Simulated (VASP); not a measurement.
Output of a VASP run:

OSZICAR:
```
...
DAV:  10    -0.285782118808E+02    0.10596E-08   -0.93044E-11  1604   0.938E-05    0.901E-05
DAV:  11    -0.285782118842E+02   -0.33245E-08   -0.60520E-11  1512   0.659E-05    0.231E-05
DAV:  12    -0.285782118843E+02   -0.13620E-09   -0.57912E-12  1444   0.299E-05
   3 F= -.28578212E+02 E0= -.28578212E+02  d E =-.221895E-01
       N       E                     dE             d eps       ncg     rms          rms(c)
DAV:   1    -0.285782202044E+02   -0.83203E-05   -0.32745E-04  3332   0.174E-01    0.267E-02
DAV:   2    -0.285782053197E+02    0.14885E-04   -0.52026E-05  3364   0.568E-02    0.628E-03
DAV:   3    -0.285782054375E+02   -0.11787E-06   -0.21560E-06  3444   0.134E-02    0.244E-03
DAV:   4    -0.285782055031E+02   -0.65587E-07   -0.77630E-08  3428   0.268E-03    0.127E-03
DAV:   5    -0.285782056165E+02   -0.11343E-06   -0.16496E-08  3296   0.119E-03    0.475E-04
DAV:   6    -0.285782056468E+02   -0.30230E-07   -0.97343E-10  1756   0.276E-04    0.794E-05
DAV:   7    -0.285782056433E+02    0.34950E-08   -0.21214E-10  1472   0.139E-04    0.447E-05
DAV:   8    -0.285782056426E+02    0.71111E-09   -0.27490E-11  1452   0.526E-05
   4 F= -.28578206E+02 E0= -.28578206E+02  d E =-.221833E-01
       N       E                     dE             d eps       ncg     rms          rms(c)
DAV:   1    -0.285782192515E+02   -0.13608E-04   -0.63796E-04  2908   0.234E-01    0.164E-02
DAV:   2    -0.285782142481E+02    0.50034E-05   -0.15655E-05  3708   0.373E-02    0.965E-03
DAV:   3    -0.285782111410E+02    0.31071E-05   -0.48207E-06  3568   0.207E-02    0.996E-04
DAV:   4    -0.285782111919E+02   -0.50974E-07   -0.55302E-07  3256   0.679E-03    0.770E-04
DAV:   5    -0.285782111852E+02    0.67887E-08   -0.39535E-08  3576   0.183E-03    0.195E-04
DAV:   6    -0.285782111810E+02    0.41141E-08   -0.51765E-09  2964   0.662E-04    0.107E-04
DAV:   7    -0.285782111820E+02   -0.99919E-09   -0.39950E-10  1500   0.217E-04
   5 F= -.28578211E+02 E0= -.28578211E+02  d E =-.553948E-05
       N       E                     dE             d eps       ncg     rms          rms(c)
DAV:   1    -0.285782116994E+02   -0.51833E-06   -0.19744E-05  2908   0.413E-02    0.289E-03
DAV:   2    -0.285782115532E+02    0.14622E-06   -0.48471E-07  3708   0.656E-03    0.170E-03
DAV:   3    -0.285782114488E+02    0.10431E-06   -0.14834E-07  3568   0.363E-03    0.176E-04
DAV:   4    -0.285782114463E+02    0.25082E-08   -0.16967E-08  3244   0.119E-03    0.136E-04
DAV:   5    -0.285782114458E+02    0.48715E-09   -0.10629E-09  1604   0.320E-04
   6 F= -.28578211E+02 E0= -.28578211E+02  d E =-.580327E-05
       N       E                     dE             d eps       ncg     rms          rms(c)
DAV:   1    -0.285782281518E+02   -0.16705E-04   -0.23908E-04  3288   0.149E-01    0.200E-02
DAV:   2    -0.285782189858E+02    0.91660E-05   -0.28533E-05  3380   0.429E-02    0.509E-03
DAV:   3    -0.285782187196E+02    0.26617E-06   -0.14808E-06  3452   0.108E-02    0.185E-03
DAV:   4    -0.285782185816E+02    0.13799E-06   -0.71723E-08  3360   0.245E-03    0.960E-04
DAV:   5    -0.285782184770E+02    0.10467E-06   -0.13703E-08  3384   0.104E-03    0.376E-04
DAV:   6    -0.285782184601E+02    0.16902E-07   -0.78391E-10  1576   0.264E-04    0.109E-04
DAV:   7    -0.285782184555E+02    0.45580E-08   -0.41635E-10  1444   0.159E-04    0.336E-05
DAV:   8    -0.285782184554E+02    0.83901E-10   -0.46402E-11  1440   0.782E-05
   7 F= -.28578218E+02 E0= -.28578218E+02  d E =-.700958E-05
```

File OUTCAR:
```
------------------------ aborting loop because EDIFF is reached ----------------------------------------
  FORCE on cell =-STRESS in cart. coord.  units (eV):
  Direction    XX          YY          ZZ          XY          YZ          ZX
  --------------------------------------------------------------------------------------
  Total        0.0025418      0.0025418      0.0068151     -0.0000000      0.0000000     -0.0000000
  in kB        0.0946077      0.0946076      0.2536647     -0.0000000      0.0000000     -0.0000000
  external PRESSURE =       0.1476266 kB  Pullay stress =       0.0000000 kB
  volume of cell :       43.04
      direct lattice vectors                 reciprocal lattice vectors
     3.141451730 -0.000000006 -0.000000000     0.318324166  0.183784643 -0.000000000
    -1.570726375  2.720576401  0.000000000     0.000000001  0.367569167 -0.000000000
    -0.000000000  0.000000000  5.036499932     0.000000000  0.000000000  0.198550583
  FREE ENERGIE OF THE ION-ELECTRON SYSTEM (eV)
  ---------------------------------------------------
  free  energy   TOTEN  =       -28.5782184554 eV

  energy  without entropy=      -28.5782184554  energy(sigma->0) =      -28.57821846

 reached required accuracy - stopping structural energy minimisation
```
(Selected blocks of OUTCAR.)

### POSCAR
```
AlN
1
    3.1107570000     0.0000000000     0.0000000000
   -1.5553790000     2.6939940000     0.0000000000
    0.0000000000     0.0000000000     4.9883630000
Al N
2 2
Direct
  0.6666670000   0.3333330000   0.4992900000
  0.3333330000   0.6666670000   0.9992900000
  0.6666670000   0.3333330000   0.8807100000
  0.3333330000   0.6666670000   0.3807100000
```

### Question
Write an INCAR and KPOINTS that could have produced this output.

### Answer
One answer among several that fit: the input of the run itself, revPBE GGA, plane waves, VASP's PBE PAW potentials (set 64).

**INCAR**
```
SYSTEM = AlN
PREC = Accurate
ENCUT = 560
EDIFF = 1E-09
NELM = 100
ALGO = Normal
LREAL = .FALSE.
LASPH = .TRUE.
ISMEAR = -1
SIGMA = 0.05
GGA = RE
LWAVE = .FALSE.
LCHARG = .FALSE.
ISIF = 3
IBRION = 2
NSW = 50
EDIFFG = -0.005
```

**KPOINTS**
```
Automatic
0
G
  14 14 9
```

POTCAR, in this order: Al N (PBE.64 set). Program: vasp_std.

Energy and stress use the plane-wave basis of the starting cell.

The structure comes from a computed database's AlN entry; how it stands against other phases isn't given here. This run relaxes it. Symmetry was kept, so distortions that lower it aren't found. The run is one of a series of settings (EDIFF = 1E-09, EDIFFG = -0.005, ENCUT = 560, IBRION = 2, ISIF = 3, NSW = 50, KPOINTS 14×14×9 Γ-centred mesh against the base run), some of them coarse on purpose.
